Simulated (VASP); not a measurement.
BaSi3Pt (space group I4mm): computed properties

Computed with PBEsol GGA, VASP's PBE PAW potentials (set 64) (plane waves; VASP).

```
Quantity                                                                         Result
----------------------------------  ---------------------------------------------------
space group                                                                  I4mm (107)
cell                                a = b = 4.3929 Å, c = 10.0116 Å, α = β = γ = 90.00°
volume per atom                                                          19.32 Å^3/atom
band gap (over mesh and band path)             none (metal, semimetal or under 0.01 eV)
band gap with spin-orbit coupling                                       none (metallic)
density                                                                      7.16 g/cm³
```

```xyz
5
Lattice="-2.1965 2.1965 5.0058 2.1965 -2.1965 5.0058 2.1965 2.1965 -5.0058" Properties=species:S:1:pos:R:3 pbc="T T T"
Ba     0.0000     0.0000     6.0123
Si     2.1965     2.1965     4.9680
Si     2.1965     0.0000     3.5709
Si     0.0000     2.1965     3.5709
Pt     0.0000     0.0000     2.4898
```

Unless said otherwise, spin-orbit coupling is left out, though it shifts the bands of the heavy elements here.

The structure comes from a computed database's BaSi3Pt entry (I4mm); how it stands against other phases isn't given here. It was relaxed first. Symmetry was kept, so distortions that lower it aren't found.
